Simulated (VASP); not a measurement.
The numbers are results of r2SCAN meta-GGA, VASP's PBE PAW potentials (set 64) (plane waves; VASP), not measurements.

VASP input:

File POSCAR:
```
YSi2
1.0
  4.0584230020   0.0000000000   0.0000000000
 -2.0292115011   3.5146975446   0.0000000000
  0.0000000000   0.0000000000   3.9971358332
Y Si
1 2
Cartesian
  4.0584230020   0.0000000000   3.9971358332
 -0.0000020293   2.3431328680   1.9985679166
  2.0292135302   1.1715646766   1.9985679166
```

INCAR:
```
SYSTEM = YSi2
PREC = Accurate
ENCUT = 400
EDIFF = 1E-6
NELM = 100
ALGO = Normal
LREAL = .FALSE.
LASPH = .TRUE.
ISMEAR = 1
SIGMA = 0.1
METAGGA = R2SCAN
LMIXTAU = .TRUE.
LMAXMIX = 4
LWAVE = .FALSE.
LCHARG = .FALSE.
IBRION = 2
ISIF = 3
NSW = 60
EDIFFG = -0.02
```

### KPOINTS
```
Automatic mesh
0
Gamma
8 8 7
0 0 0
```

POTCAR, in this order: Y_sv Si (PBE.64 set). Program: vasp_std.

### Question
What does the run give for the energy per atom (σ→0), band gap (on the k-mesh)?

### Answer

```json
{
  "energy per atom (σ→0)": "-13.154 eV/atom",
  "band gap (on the k-mesh)": "none (metal, semimetal or under 0.01 eV)"
}
```

File OSZICAR:
```
...
DAV:  18    -0.394623674427E+02   -0.49156E-05   -0.19773E-06  1075   0.142E-02    0.938E-03
DAV:  19    -0.394623701556E+02   -0.27129E-05   -0.15274E-06  1013   0.107E-02    0.550E-03
DAV:  20    -0.394623727033E+02   -0.25477E-05   -0.99705E-07   799   0.105E-02    0.276E-03
DAV:  21    -0.394623741604E+02   -0.14571E-05   -0.48318E-07   730   0.556E-03    0.102E-03
DAV:  22    -0.394623763745E+02   -0.22140E-05   -0.19700E-07   680   0.347E-03    0.631E-04
DAV:  23    -0.394623753004E+02    0.10741E-05   -0.88220E-08   655   0.229E-03    0.549E-04
DAV:  24    -0.394623756506E+02   -0.35021E-06   -0.28047E-08   635   0.120E-03
   1 F= -.39462376E+02 E0= -.39463017E+02  d E =-.394624E+02
```

The structure comes from a computed database's YSi2 entry (P6/mmm); how it stands against other phases isn't given here. It was relaxed first. The start is the result of an earlier pass. The electron count is odd and the run is not spin-polarised, which forces a metal.
